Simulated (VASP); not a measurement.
Input of a VASP 6.6.1 run:

File INCAR:

```
SYSTEM = SnO
PREC = Accurate
ENCUT = 520
EDIFF = 1E-7
ISMEAR = 0
SIGMA = 0.02
LREAL = .False.
LASPH = .True.
NELM = 100
ALGO = Normal
ISIF = 3
LWAVE = .False.
LCHARG = .False.
IBRION = 2
NSW = 40
EDIFFG = -0.003
```

The input KPOINTS:

```
Automatic mesh
0
Gamma
  8 8 6
  0 0 0
```

File POSCAR:

```
SnO
1.0
    3.8020000000      0.0000000000      0.0000000000
    0.0000000000      3.8020000000      0.0000000000
    0.0000000000      0.0000000000      4.8360000000
Sn O
2 2
Direct
    0.0000000000      0.5000000000      0.2385000000
    0.5000000000      0.0000000000      0.7615000000
    0.0000000000      0.0000000000      0.0000000000
    0.5000000000      0.5000000000      0.0000000000
```

Potentials or basis: VASP PAW LDA potentials, release 64 (Sn_d, O).

The run is started by

```bash
$ cat potpaw_LDA.64/Sn_d/POTCAR potpaw_LDA.64/O/POTCAR > POTCAR
$ mpirun -np 1 vasp_std > vasp.out
```

Task: What does it give for the space group after relaxing (to 0.05 Å)?

Result: P4/nmm (No. 129).

Task: Estimate the band gap on the k mesh.

Result: None (metal or under the smearing width).

Step by step:
| step | energy change (eV) | largest force (eV/Å) | pressure (GPa) | volume (Å³) |
| --- | --- | --- | --- | --- |
| 1 | 0.0000 | 0.1531 | -2.52 | 69.91 |
| 2 | -0.0023 | 0.5990 | 2.03 | 67.16 |
| 3 | -0.0123 | 0.2228 | -0.20 | 68.44 |
| 4 | -0.0167 | 0.1723 | -0.20 | 67.98 |
| 5 | -0.0211 | 0.0288 | -0.04 | 67.13 |
| 6 | -0.0215 | 0.0240 | 0.03 | 66.83 |
| 7 | -0.0251 | 0.0253 | 0.00 | 66.43 |
| 8 | -0.0273 | 0.0288 | 0.00 | 65.83 |
| 9 | -0.0273 | 0.0291 | 0.00 | 65.80 |
| 10 | -0.0274 | 0.0236 | 0.14 | 65.84 |
| 11 | -0.0274 | 0.0046 | 0.09 | 65.83 |
| 12 | -0.0274 | 0.0042 | -0.09 | 65.99 |
| 13 | -0.0274 | 0.0007 | 0.00 | 65.90 |

LDA usually gives volumes a few per cent too small. Zero-point motion and thermal expansion aren't in these numbers.
